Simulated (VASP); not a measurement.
Data:

```
Se
1.0
    2.20049    -3.81136     0.00000
    2.20049     3.81136     0.00000
    0.00000     0.00000     4.86615
Se
3
Direct
  0.00000   0.21875   0.66667
  0.78125   0.78125   0.00000
  0.21875   0.00000   0.33333
```

Calculation: MS2 meta-GGA, VASP's PBE PAW potentials (set 64) (plane waves; VASP). Numerical set-up: 520 eV cut-off, 6×6×5 Γ-centred mesh, Gaussian smearing of 0.050 eV, potentials Se.

Q: The ions and cell shape at fixed volume are relaxed. What does this cell relax into?

A: 
```
Se
1.0
    2.17434    -3.76608     0.00000
    2.17434     3.76608     0.00000
    0.00000     0.00000     4.98389
Se
3
Direct
  0.00000   0.22645   0.66667
  0.77355   0.77355   0.00000
  0.22645   0.00000   0.33333
```
Space group P3_121 (152), at a tolerance of 0.03 Å.

Q: How much energy does the relaxation gain?

A: The energy (σ→0) changes by -15.2 meV/atom, in 5 ionic steps.

The compound is Se in the trig structure. This cell is one point of a volume scan, at 0.94 of the reference volume. Symmetry was kept, so distortions that lower it aren't found.
